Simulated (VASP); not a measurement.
# SrO: exact exchange and RPA correlation, part 2 of 6

Aim: total energies of SrO from exact exchange and RPA correlation, beside cheaper functionals. The scan starts from a database cell scaled to its smallest volume. The cell is of the rock-salt type. The start is a cell from a database of measured crystal structures.

VASP 6.6.1, plane waves and PAW; the level of theory is named at each step.

So far. Step 3 (Exact exchange, volume ratio 0.94): The Hartree-Fock energy on these orbitals is -14.8699 eV an atom. Step 4 (Empty bands, volume ratio 0.94): WAVECAR now holds 976 bands for 16 electrons.

The database entry behind the starting cell differs from other determinations of this structure, so it need not match the best structure at room temperature.

### 5. RPA correlation, volume ratio 0.94

This step: RPA correlation on PBE orbitals; plane waves and PAW (Sr_sv_GW, O_GW) (VASP 6.6.1).

The RPA correlation energy follows from the response function on imaginary frequencies; VASP computes it for a row of response cutoffs and extrapolates.

Input file INCAR:

```
SYSTEM = SrO
PREC = Accurate
ENCUT = 560
ISMEAR = 0
SIGMA = 0.05
LREAL = .FALSE.
GGA = PE
NBANDS = 976
ALGO = ACFDT
ENCUTGW = 200
NOMEGA = 12
PRECFOCK = Fast
LWAVE = .FALSE.
LCHARG = .FALSE.
```

Input file POSCAR:

```
SrO
1.0
    0.0000000000      2.5139118308      2.5139118308
    2.5139118308      0.0000000000      2.5139118308
    2.5139118308      2.5139118308      0.0000000000
Sr O
1 1
Direct
    0.5000000000      0.5000000000      0.5000000000
    0.0000000000      0.0000000000      0.0000000000
```

Input file KPOINTS:

```
Automatic mesh
0
Gamma
4 4 4
0 0 0
```

PAW data sets: Sr_sv_GW and O_GW (PBE family, release 64).

On the command line:

```sh
$ mpirun -np 8 vasp_std
```

Standard output:

```text
[banner, memory and clock lines left out]
running    8 mpi-ranks, on    1 nodes
 distrk:  each k-point on    8 cores,    1 groups
 distr:  one band on    1 cores,    8 groups

 POSCAR found type information on POSCAR SrO
 POSCAR found :  2 types and       2 ions
 [... a notice as in an earlier step ...]

 LDA part: xc-table for (Slater+PW92), standard interpolation
 found WAVECAR, reading the header
 POSCAR, INCAR and KPOINTS ok, starting setup
 FFT: planning ... GRIDC
 FFT: planning ... GRID_SOFT
 FFT: planning ... GRID
 reading WAVECAR
 the WAVECAR file was read successfully
 initial charge from wavefunction
 available memory per node:    117.75 GB, setting MAXMEM to    120580

 The Fermi energy was updated, please check that it is located mid-gap
 values below the HOMO (VB) or above the LUMO (CB) will cause erroneous energies
 E-fermi :   5.2522

 the WAVEDER file was read successfully
 set NWRITE>2 for more details about minimax calculation
 number of imaginary grid points requested:      12
 number of distinct grids requested:  1
 quadrature errors minimized for energies in [ 0.327E+01, 0.580E+03 ]
 bosonic grid (T=0, re) determined with error: 0.1101E-07
 bosonic grid (re): 0.1101E-07
       0.7423       2.3982       4.6213       7.9840      13.4173
      22.5281      38.1945      65.7381     115.4177     208.7256
     401.3659     946.7711
energies w=
    0.000    0.742    0.000    2.398    0.000    4.621    0.000    7.984
    0.000   13.417    0.000   22.528    0.000   38.195    0.000   65.738
    0.000  115.418    0.000  208.726    0.000  401.366    0.000  946.771
 responsefunction array rank=     216
 LDA part: xc-table for (Slater+PW92), standard interpolation

 min. memory requirement per mpi rank    198.2 MB, per node   1585.8 MB

 allocating   2 responsefunctions rank=   216
 shmem allocating  12 responsefunctions rank=   216
 response function shared by NCSHMEM nodes    1
 Doing            2  frequencies on each core in blocks of           12
NQ=   1    0.0000    0.0000    0.0000,
|.........|.........|.........|.........
 performed       5900000 updates of chi_q(r,r)
 total number of BLAS operations       1546.46 Gflops
NQ=   2    0.2500    0.0000    0.0000,
|.........|.........|.........|.........
 performed      11800000 updates of chi_q(r,r)
 total number of BLAS operations       3415.80 Gflops
NQ=   3    0.5000    0.0000    0.0000,
|.........|.........|.........|.........
 performed      17700000 updates of chi_q(r,r)
 total number of BLAS operations       5497.51 Gflops
NQ=   4    0.2500    0.2500    0.0000,
|.........|.........|.........|.........
 performed      23600000 updates of chi_q(r,r)
 total number of BLAS operations       7423.64 Gflops
NQ=   5    0.5000    0.2500    0.0000,
|.........|.........|.........|.........
 performed      29500000 updates of chi_q(r,r)
 total number of BLAS operations       9388.10 Gflops
NQ=   6   -0.2500    0.2500    0.0000,
|.........|.........|.........|.........
 performed      35400000 updates of chi_q(r,r)
 total number of BLAS operations      11469.81 Gflops
NQ=   7    0.5000    0.5000    0.0000,
|.........|.........|.........|.........
 performed      41300000 updates of chi_q(r,r)
 total number of BLAS operations      13472.97 Gflops
NQ=   8   -0.2500    0.5000    0.2500,
|.........|.........|.........|.........
 performed      47200000 updates of chi_q(r,r)
 total number of BLAS operations      15515.22 Gflops
 entering main loop
```

Run time: 79 s. Hardware: 8 MPI ranks of Intel Xeon 6975P-C (Granite Rapids), shared host; peak memory 2.2 GiB.

From OUTCAR (step 5):

```text
   k-points           NKPTS =      8   k-points in BZ     NKDIM =     64   number of bands    NBANDS=    976

   NELECT =      16.0000    total number of electrons

 E-fermi :   5.2522

 Hartree contr. to MP2          -12.130255      0.000000

 Hartree contr. to MP2           -6.129709      0.000000

 Hartree contr. to MP2           -1.494084      0.000000

 Hartree contr. to MP2           -2.997421      0.000000

      cutoff energy     smooth cutoff   RPA   correlation   Hartree contr. to MP2

      cutoff energy     smooth cutoff   RPA   correlation   Hartree contr. to MP2
---------------------------------------------------------------------------------
            200.000           160.000      -21.3317614293      -32.6343847887
            190.476           152.381      -21.0137350576      -32.2409351165
            181.406           145.125      -20.6852403584      -31.8296263832
            172.768           138.214      -20.3432405643      -31.3962686273
            164.541           131.632      -19.9976012109      -30.9528111208
            156.705           125.364      -19.6413913367      -30.4893978798
            149.243           119.394      -19.2753294570      -30.0067806073
            142.136           113.709      -18.9023852577      -29.5078709833
  linear regression

  converged value                          -24.9056864687      -37.2556399472

[... 7 parts as in an earlier step ...]

[... 2 further parts left out ...]
```

This step gave:

```
RPA correlation energy : -24.91 eV
```

The correlation energy is -12.453 eV an atom. With exact exchange the total is -27.3228 eV an atom.

### 6. Comparison: r2SCAN, volume ratio 0.94

This step: r2SCAN; plane waves and PAW (Sr_sv_GW, O_GW) (VASP 6.6.1).

For comparison the same cell is computed with r2SCAN.

Input file INCAR:

```
SYSTEM = SrO
PREC = Accurate
ENCUT = 560
EDIFF = 1E-06
NELM = 100
ISMEAR = 0
SIGMA = 0.05
LREAL = .FALSE.
ALGO = Normal
METAGGA = R2SCAN
LASPH = .TRUE.
NBANDS = 14
LWAVE = .FALSE.
LCHARG = .FALSE.
KPAR = 8
```

POSCAR is that of step 5.

KPOINTS is that of step 5.

On the command line:

```sh
$ mpirun -np 8 vasp_std
```

Standard output:

```text
[banner, memory and clock lines left out]
running    8 mpi-ranks, on    1 nodes
 distrk:  each k-point on    1 cores,    8 groups
 distr:  one band on    1 cores,    1 groups

 POSCAR found type information on POSCAR SrO
 POSCAR found :  2 types and       2 ions
 [... a notice as in an earlier step ...]

|                                                                             |
|               ----> ADVICE to this user running VASP <----                  |
|                                                                             |
|     You enforced a specific xc type in the INCAR file but a different       |
|     [... a line on the potential file left out ...]
|     I HOPE YOU KNOW WHAT YOU ARE DOING!                                     |
|                                                                             |

 LDA part: xc-table for (None), standard interpolation
 POSCAR, INCAR and KPOINTS ok, starting setup
 FFT: planning ... GRIDC
 FFT: planning ... GRID_SOFT
 FFT: planning ... GRID
 WAVECAR not read
 entering main loop
       N       E                     dE             d eps       ncg     rms          rms(c)
DAV:   1     0.949843E+02    0.94984E+02   -0.85113E+03   224   0.118E+03
DAV:   2    -0.367268E+02   -0.13171E+03   -0.11258E+03   328   0.321E+02
DAV:   3    -0.425918E+02   -0.58650E+01   -0.57715E+01   292   0.690E+01
DAV:   4    -0.427142E+02   -0.12231E+00   -0.12227E+00   276   0.864E+00
DAV:   5    -0.427148E+02   -0.65169E-03   -0.65168E-03   318   0.601E-01    0.104E+01
DAV:   6    -0.315735E+02    0.11141E+02   -0.58843E+00   296   0.302E+01    0.922E+00
DAV:   7    -0.317151E+02   -0.14162E+00   -0.55334E-01   230   0.643E+00    0.320E+00
DAV:   8    -0.317428E+02   -0.27654E-01   -0.85502E-02   310   0.509E+00    0.942E-01
DAV:   9    -0.317600E+02   -0.17253E-01   -0.73531E-02   272   0.265E+00    0.689E-01
DAV:  10    -0.317514E+02    0.86302E-02   -0.10905E-02   336   0.166E+00    0.228E-01
DAV:  11    -0.317524E+02   -0.10464E-02   -0.83421E-03   342   0.140E+00    0.570E-01
DAV:  12    -0.317513E+02    0.11943E-02   -0.16978E-03   330   0.663E-01    0.805E-02
DAV:  13    -0.317512E+02    0.89909E-04   -0.14699E-04   302   0.141E-01    0.125E-01
DAV:  14    -0.317511E+02    0.54519E-04   -0.82140E-05   330   0.130E-01    0.199E-02
DAV:  15    -0.317511E+02    0.12950E-05   -0.13012E-05   296   0.464E-02    0.166E-02
DAV:  16    -0.317511E+02   -0.61919E-06   -0.54464E-07   124   0.716E-03
   1 F= -.31751107E+02 E0= -.31751107E+02  d E =-.285692E-20
```

It took 9.6 s on 8 MPI ranks; peak memory 1.3 GiB; 67 s of CPU time.

OUTCAR, selected parts (step 6):

```text
   NELECT =      16.0000    total number of electrons

 E-fermi :   3.5960

 k-point     1 :       0.0000    0.0000    0.0000
  band No.  band energies     occupation
    ...
      4     -10.7562      2.00000
      5     -10.7562      2.00000
      6       3.2770      2.00000
      7       3.2770      2.00000
      8       3.2770      2.00000
      9       8.4688      0.00000
     10      10.2720      0.00000
     11      10.2720      0.00000
     12      10.2720      0.00000
     13      12.7789      0.00000
    ...

  Total        1.6808842      1.6808842      1.6808842      0.0000000      0.0000000     -0.0000000
  in kB       84.7555697     84.7555697     84.7555697      0.0000000      0.0000000     -0.0000000
  external PRESSURE =      84.7555697 kB  Pullay stress =       0.0000000 kB

 POSITION                                       TOTAL-FORCE (eV/Angst)
 -----------------------------------------------------------------------------------
      2.51391      2.51391      2.51391        -0.000000      0.000000      0.000000
      0.00000      0.00000      0.00000         0.000000     -0.000000     -0.000000
 -----------------------------------------------------------------------------------
    total drift:                                0.000000      0.000000      0.000000

  FREE ENERGIE OF THE ION-ELECTRON SYSTEM (eV)
  ---------------------------------------------------
  free  energy   TOTEN  =       -31.7511065160 eV

  energy  without entropy=      -31.7511065160  energy(sigma->0) =      -31.75110652

[... 8 parts as in an earlier step ...]

[... 8 further parts left out ...]
```

The PAW data sets were made with PBE, which is usual practice but a small mismatch for other functionals.

This step gave:

* free energy (TOTEN): -31.75 eV
* Fermi energy: 3.596 eV
* pressure: 8.476 GPa
* gap on the k-mesh: 3.757 eV
* least direct gap on the k-mesh: 3.774 eV

Its energy is -15.8756 eV an atom, on a zero of its own.

### 7. Orbitals for comparison: HSE06, volume ratio 0.94

This step: PBE; plane waves and PAW (Sr_sv_GW, O_GW) (VASP 6.6.1).

A hybrid converges faster from good orbitals, so a cheap PBE run writes WAVECAR first.

Input file INCAR:

```
SYSTEM = SrO
PREC = Accurate
ENCUT = 560
EDIFF = 1E-05
NELM = 100
ISMEAR = 0
SIGMA = 0.05
LREAL = .FALSE.
ALGO = Normal
GGA = PE
NBANDS = 14
LORBIT = 11
LWAVE = .TRUE.
LCHARG = .FALSE.
KPAR = 8
```

POSCAR is that of step 6.

KPOINTS is that of step 6.

On the command line:

```sh
$ mpirun -np 8 vasp_std
```

Standard output:

```text
[banner, memory and clock lines left out]
running    8 mpi-ranks, on    1 nodes
 distrk:  each k-point on    1 cores,    8 groups
 distr:  one band on    1 cores,    1 groups

 POSCAR found type information on POSCAR SrO
 POSCAR found :  2 types and       2 ions
 [... a notice as in an earlier step ...]

 LDA part: xc-table for (Slater+PW92), standard interpolation
 POSCAR, INCAR and KPOINTS ok, starting setup
 FFT: planning ... GRIDC
 FFT: planning ... GRID_SOFT
 FFT: planning ... GRID
 WAVECAR not read
 entering main loop
       N       E                     dE             d eps       ncg     rms          rms(c)
[... 11 cycles as in an earlier step ...]
DAV:  12    -0.167172E+02    0.11514E-05   -0.11577E-04   250   0.107E-01    0.176E-02
DAV:  13    -0.167172E+02    0.24521E-05   -0.93848E-06   204   0.308E-02
   1 F= -.16717218E+02 E0= -.16717218E+02  d E =-.154536E-23
 writing wavefunctions
```

It took 2.8 s on 8 MPI ranks; peak memory 1.3 GiB; 15 s of CPU time.

OUTCAR, selected parts (step 7):

```text
   NELECT =      16.0000    total number of electrons

 E-fermi :   3.9657

 k-point     1 :       0.0000    0.0000    0.0000
  band No.  band energies     occupation
    ...
      4     -10.0218      2.00000
      5     -10.0218      2.00000
      6       3.6185      2.00000
      7       3.6185      2.00000
      8       3.6185      2.00000
      9       8.1311      0.00000
     10      10.0247      0.00000
     11      10.0247      0.00000
     12      10.0247      0.00000
     13      12.3521      0.00000
    ...

  Total        2.0697915      2.0697915      2.0697915     -0.0000000      0.0000000      0.0000000
  in kB      104.3655236    104.3655236    104.3655236     -0.0000000      0.0000000      0.0000000
  external PRESSURE =     104.3655236 kB  Pullay stress =       0.0000000 kB

 POSITION                                       TOTAL-FORCE (eV/Angst)
 -----------------------------------------------------------------------------------
      2.51391      2.51391      2.51391         0.000000      0.000000      0.000000
      0.00000      0.00000      0.00000         0.000000      0.000000      0.000000
 -----------------------------------------------------------------------------------
    total drift:                                0.000000      0.000000      0.000000

  FREE ENERGIE OF THE ION-ELECTRON SYSTEM (eV)
  ---------------------------------------------------
  free  energy   TOTEN  =       -16.7172178242 eV

  energy  without entropy=      -16.7172178242  energy(sigma->0) =      -16.71721782

[... 9 parts as in an earlier step ...]

[... 8 further parts left out ...]
```

This step gave:

```
free energy (TOTEN)            : -16.72 eV
Fermi energy                   : 3.966 eV
pressure                       : 10.44 GPa
gap on the k-mesh              : 3.266 eV
least direct gap on the k-mesh : 3.288 eV
```

The run ends at a pressure of 10.44 GPa.

### 8. Comparison: HSE06, volume ratio 0.94

This step: HSE06; plane waves and PAW (Sr_sv_GW, O_GW) (VASP 6.6.1).

For comparison the same cell is computed with HSE06.

Input file INCAR:

```
SYSTEM = SrO
PREC = Accurate
ENCUT = 560
EDIFF = 1E-06
NELM = 100
ISMEAR = 0
SIGMA = 0.05
LREAL = .FALSE.
ALGO = Normal
LHFCALC = .TRUE.
AEXX = 0.25
GGA = PE
HFSCREEN = 0.2
LASPH = .TRUE.
NBANDS = 14
PRECFOCK = Fast
LWAVE = .FALSE.
LCHARG = .FALSE.
KPAR = 8
```

POSCAR is that of step 7.

KPOINTS is that of step 7.

The run starts from files that an earlier step left in the folder.

On the command line:

```sh
$ mpirun -np 8 vasp_std
```

Standard output:

```text
[banner, memory and clock lines left out]
running    8 mpi-ranks, on    1 nodes
 distrk:  each k-point on    1 cores,    8 groups
 distr:  one band on    1 cores,    1 groups

 POSCAR found type information on POSCAR SrO
 POSCAR found :  2 types and       2 ions
 [... a notice as in an earlier step ...]

 LDA part: xc-table for (Slater+PW92), standard interpolation
 found WAVECAR, reading the header
 POSCAR, INCAR and KPOINTS ok, starting setup
 FFT: planning ... GRIDC
 FFT: planning ... GRID_SOFT
 FFT: planning ... GRID
 reading WAVECAR
 the WAVECAR file was read successfully
 initial charge from wavefunction
 entering main loop
       N       E                     dE             d eps       ncg     rms          rms(c)
DAV:   1    -0.194720E+02   -0.19472E+02   -0.23823E-01   254   0.788E+00    0.161E+00
DAV:   2    -0.194690E+02    0.29942E-02   -0.16336E-02   326   0.180E+00    0.448E-01
DAV:   3    -0.194683E+02    0.68415E-03   -0.27360E-03   266   0.480E-01    0.306E-01
DAV:   4    -0.194679E+02    0.47766E-03   -0.47563E-04   260   0.371E-01    0.149E-01
DAV:   5    -0.194677E+02    0.12444E-03   -0.20361E-04   272   0.212E-01    0.732E-02
DAV:   6    -0.194677E+02    0.40655E-04   -0.16980E-05   236   0.654E-02    0.428E-02
DAV:   7    -0.194677E+02    0.11352E-04   -0.77702E-06   312   0.346E-02    0.244E-02
DAV:   8    -0.194677E+02    0.25325E-05   -0.24222E-06   266   0.261E-02    0.142E-02
DAV:   9    -0.194677E+02    0.55421E-06   -0.84650E-07   118   0.165E-02
   1 F= -.19467689E+02 E0= -.19467689E+02  d E =-.649808E-16
```

Wall time 17 s (8 MPI ranks); peak memory 2 GiB.

From OUTCAR (step 8):

```text
   k-points           NKPTS =      8   k-points in BZ     NKDIM =     64   number of bands    NBANDS=     14

   NELECT =      16.0000    total number of electrons

 E-fermi :   2.7817

 k-point     1 :       0.0000    0.0000    0.0000
  band No.  band energies     occupation
    ...
      4     -11.7404      2.00000
      5     -11.7404      2.00000
      6       2.5049      2.00000
      7       2.5049      2.00000
      8       2.5050      2.00000
      9       8.5766      0.00000
     10      10.6350      0.00000
     11      10.6350      0.00000
     12      10.6350      0.00000
     13      13.0465      0.00000
    ...

 POSITION                                       TOTAL-FORCE (eV/Angst)
 -----------------------------------------------------------------------------------
      2.51391      2.51391      2.51391         0.000000     -0.000000      0.000000
      0.00000      0.00000      0.00000        -0.000000      0.000000     -0.000000
 -----------------------------------------------------------------------------------
    total drift:                                0.000000      0.000000      0.000000

  FREE ENERGIE OF THE ION-ELECTRON SYSTEM (eV)
  ---------------------------------------------------
  free  energy   TOTEN  =       -19.4676886983 eV

  energy  without entropy=      -19.4676886983  energy(sigma->0) =      -19.46768870

[... 8 parts as in an earlier step ...]

[... 8 further parts left out ...]
```

The k-mesh is coarse for exact exchange; levels may shift by about 0.1 eV on a finer one.

Numbers from this step:

```yaml
free_energy_toten: -19.47 eV
fermi_energy: 2.782 eV
gap_on_the_k_mesh: 4.798 eV
least_direct_gap_on_the_k_mesh: 4.824 eV
```

Its energy is -9.7338 eV an atom, on a zero of its own.

### 9. Orbitals, volume ratio 0.97

This step: PBE; plane waves and PAW (Sr_sv_GW, O_GW) (VASP 6.6.1).

The same chain follows at a volume ratio of 0.97.

Input file INCAR:

```
SYSTEM = SrO
PREC = Accurate
ENCUT = 560
EDIFF = 1E-08
NELM = 100
ISMEAR = 0
SIGMA = 0.05
LREAL = .FALSE.
ALGO = Normal
GGA = PE
NBANDS = 14
LORBIT = 11
LWAVE = .TRUE.
LCHARG = .FALSE.
KPAR = 8
```

Input file POSCAR:

```
SrO
1.0
    0.0000000000      2.5403760054      2.5403760054
    2.5403760054      0.0000000000      2.5403760054
    2.5403760054      2.5403760054      0.0000000000
Sr O
1 1
Direct
    0.5000000000      0.5000000000      0.5000000000
    0.0000000000      0.0000000000      0.0000000000
```

KPOINTS is that of step 8.

On the command line:

```sh
$ mpirun -np 8 vasp_std
```

Standard output:

```text
[... set-up lines as in an earlier step ...]
 entering main loop
       N       E                     dE             d eps       ncg     rms          rms(c)
DAV:   1     0.120653E+03    0.12065E+03   -0.81014E+03   224   0.114E+03
DAV:   2    -0.131790E+02   -0.13383E+03   -0.11008E+03   288   0.316E+02
DAV:   3    -0.203369E+02   -0.71579E+01   -0.70907E+01   350   0.741E+01
DAV:   4    -0.204514E+02   -0.11452E+00   -0.11447E+00   252   0.757E+00
[...]
DAV:  14    -0.167712E+02   -0.28644E-06   -0.65162E-07   274   0.125E-02    0.846E-03
DAV:  15    -0.167712E+02    0.22451E-06   -0.36014E-07   342   0.776E-03    0.252E-03
DAV:  16    -0.167712E+02   -0.23811E-08   -0.19323E-08   208   0.107E-03
   1 F= -.16771180E+02 E0= -.16771180E+02  d E =-.670851E-11
 writing wavefunctions
```

Wall time 3 s (8 MPI ranks); peak memory 1.3 GiB.

From OUTCAR (step 9):

```text
  Total        1.3493168      1.3493168      1.3493168      0.0000000      0.0000000     -0.0000000
  in kB       65.9326443     65.9326443     65.9326443      0.0000000      0.0000000     -0.0000000
  external PRESSURE =      65.9326443 kB  Pullay stress =       0.0000000 kB

 POSITION                                       TOTAL-FORCE (eV/Angst)
 -----------------------------------------------------------------------------------
      2.54038      2.54038      2.54038        -0.000000      0.000000     -0.000000
      0.00000      0.00000      0.00000         0.000000     -0.000000      0.000000
 -----------------------------------------------------------------------------------
    total drift:                                0.000000      0.000000      0.000000

  FREE ENERGIE OF THE ION-ELECTRON SYSTEM (eV)
  ---------------------------------------------------
  free  energy   TOTEN  =       -16.7711800810 eV

  energy  without entropy=      -16.7711800810  energy(sigma->0) =      -16.77118008

[... 1 part as in an earlier step ...]

[... 2 further parts left out ...]
[key lines of the parts left out:]
E-fermi :   3.6300
```

The run ends at a pressure of 6.59 GPa.

[end of part 2 of 6]

[Long decimals in the printed logs are rounded to 6 places.]

[Lines on the potential files, build, host, timing and source positions are cut from VASP's logs without a mark.]

[Logs are printed without paths, hosts, clocks, repeated set-up lines and the standing remarks that a program may print on its own settings, such as how far it seeks lower states.]

[Hosts, paths, dates, database ids (printed as entryN), source tags and the programs' standing remarks are cut or masked in the printed files.]

[Measured values are set beside computed ones only where the two were judged alike; some that the calculation misses by far are left out.]

[Pressures printed for these runs are not shown converged in the cutoff: they can be off by several GPa and have the wrong sign.]
